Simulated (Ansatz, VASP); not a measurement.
## Ba2Tl5V3O12 in VASP and in Ansatz

```
CELL_PARAMETERS angstrom
4.17972 2.41316 6.04557
-4.17972 2.41316 6.04557
0.00000 -4.82632 6.04557
ATOMIC_POSITIONS crystal
Ba 0.50000 0.50000 0.50000
Ba 0.00000 0.00000 0.00000
V 0.50000 0.50000 0.00000
V 0.00000 0.50000 0.50000
V 0.50000 0.00000 0.50000
Tl 0.00000 0.00000 0.50000
Tl 0.50000 0.00000 0.00000
Tl 0.00000 0.50000 0.00000
Tl 0.74045 0.74045 0.74045
Tl 0.25955 0.25955 0.25955
O 0.71652 0.08089 0.41242
O 0.41242 0.71652 0.08089
O 0.08089 0.41242 0.71652
O 0.58757 0.91911 0.28348
O 0.91911 0.28348 0.58757
O 0.28348 0.58757 0.91911
O 0.28348 0.91911 0.58757
O 0.58757 0.28348 0.91911
O 0.91911 0.58757 0.28348
O 0.41242 0.08089 0.71652
O 0.08089 0.71652 0.41242
O 0.71652 0.41242 0.08089
```

Change from the starting cell: volume scaled by 0.96.

Alike in both runs: task single point; functional PBE; k mesh 4 × 4 × 4; occupations fermi-dirac, width 0.05 eV; collinear spin, ferromagnetic start.

|  | VASP | Ansatz |
| --- | --- | --- |
| version | VASP 6.6.1 | Ansatz 0.2.0 |
| potentials or method | VASP PAW PBE potentials, release 64 (Ba_sv, V_sv, Tl_d, O) | Ansatz PAW |
| plane-wave cutoff (eV) | 520 | 420 |
| valence electrons in the cell | 196 | 196 |

Ansatz gave:

```
gap on the k mesh at the Fermi level (eV)                     : none
pressure (GPa)                                                : 4.2
largest component of the traceless stress (GPa)               : 1.05
rms of the force components (eV/Å)                            : 0.237
net moment per atom (μB)                                      : 0.05
size of the moment on the site where the two differ most (μB) : 0.22
```

Problem. What did VASP give for the same quantities?

Solution. gap on the k mesh at the Fermi level (eV): none; pressure (GPa): 4.6; largest component of the traceless stress (GPa): 1.21; rms of the force components (eV/Å): 0.275; net moment per atom (μB): 0.05; size of the moment on the site where the two differ most (μB): 0.33.

Site moments also hang on the region over which each program counts them. Atom by atom the forces differ by 0.039 eV/Å (rms over components). A gap of «none» marks a metal or a gap that the smearing closes.

Caveats: semilocal functionals often make such compounds metallic where correlation or magnetic order opens a gap, which also shifts bond lengths; the pressure holds a Pulay correction of +0.4 GPa for the finite cutoff (Ansatz). Spin-orbit coupling is left out, which matters for the levels of Ba, Tl.
